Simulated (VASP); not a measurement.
Consider the following.

```
CELL_PARAMETERS angstrom
     -1.69955     1.69955     4.57637
      1.69955    -1.69955     4.57637
      1.69955     1.69955    -4.57637
ATOMIC_POSITIONS crystal
  Zr 0.00000 0.00000 0.00000
  Ge 0.32139 0.32139 0.00000
  Ge 0.67861 0.67861 0.00000
```

Method: PBEsol GGA, VASP's PBE PAW potentials (set 64) (plane waves; VASP). Settings: 400 eV cut-off, 14×14×14 Γ-centred mesh, tetrahedra with Blöchl corrections, potentials Zr_sv Ge_d.

The cores are frozen, which limits the accuracy of field gradients.

Give the principal components of the electric field gradient (V/Å²) and the asymmetry η at each nucleus.

| atom | Vxx | Vyy | Vzz | η |
|---|---|---|---|---|
| Zr1 | 3.9 | 3.9 | -7.9 | 0.00 |
| Ge2 | 22.0 | 22.0 | -44.0 | 0.00 |
| Ge3 | 22.0 | 22.0 | -44.0 | 0.00 |

The structure was generated: ZrGe2 was put into the MoSi2 type (I4/mmm), which need not be its known phase. It was relaxed first.
